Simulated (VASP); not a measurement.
An input for Ansatz (written as the equivalent of a VASP run, and not itself run):

Ansatz 0.2 input:
```yaml
crystal:
  lattice:
    - [5.0183328, 0.0000000, 0.0000000]
    - [0.0000000, 5.0183328, 0.0000000]
    - [0.0000000, 0.0000000, 3.4436217]
  atoms:
    - { symbol: Pb, position: [0.0000000, 0.0000000, 0.0000000] }
    - { symbol: Pb, position: [0.5000000, 0.5000000, 0.5000000] }
    - { symbol: O, position: [0.3071975, 0.3071975, 0.0000000] }
    - { symbol: O, position: [0.8071975, 0.1928025, 0.5000000] }
    - { symbol: O, position: [0.1928025, 0.8071975, 0.5000000] }
    - { symbol: O, position: [0.6928025, 0.6928025, 0.0000000] }
kpoints:
  mp_grid: { grid: [5, 5, 7] }
hamiltonian:
  xc: pbe
  dispersion: d4
  pseudopotentials: { kind: paw }
scf:
  occupations: { method: tetrahedron }
  max_iter: 100
output: { forces: true, stress: true, eigenvalues: true }
```

Q: Translate this input to VASP (INCAR, KPOINTS, POSCAR, choice of POTCAR).

A: One answer among several that fit: 
POSCAR:
```
PbO2
5.0183330
  0.9999999613   0.0000000000   0.0000000000
  0.0000000000   0.9999999613   0.0000000000
  0.0000000000   0.0000000000   0.6862082789
Pb O
2 4
direct
  0.0000000000   0.0000000000   0.0000000000
  0.5000000000   0.5000000000   0.5000000000
  0.3071975246   0.3071975246   0.0000000000
  0.8071975246   0.1928024754   0.5000000000
  0.1928024754   0.8071975246   0.5000000000
  0.6928024754   0.6928024754   0.0000000000
```

### KPOINTS
```
Automatic mesh
0
Gamma
5 5 7
0 0 0
```

**INCAR**
```
SYSTEM = PbO2
PREC = Accurate
ENCUT = 520
EDIFF = 1E-7
NELM = 100
ALGO = Normal
LREAL = .FALSE.
LASPH = .TRUE.
ISMEAR = -5
GGA = PE
IVDW = 13
LMAXMIX = 4
LWAVE = .FALSE.
LCHARG = .TRUE.
LORBIT = 11
NEDOS = 601
ISIF = 2
LEFG = .TRUE.
```

POTCAR, in this order: Pb_d O (PBE.64 set). Program: vasp_std.

What does not carry over: each code has its own PAW files, so the cut-off isn't converted (ENCUT is set for VASP's; basis.ecutwfc is left out, and Ansatz then takes the one that its files recommend); Ansatz stops its SCF on the density residual and VASP on the energy change (EDIFF); the field gradients of LEFG aren't asked of the other code.

The compound is PbO2 in the rutile structure. It was relaxed first.
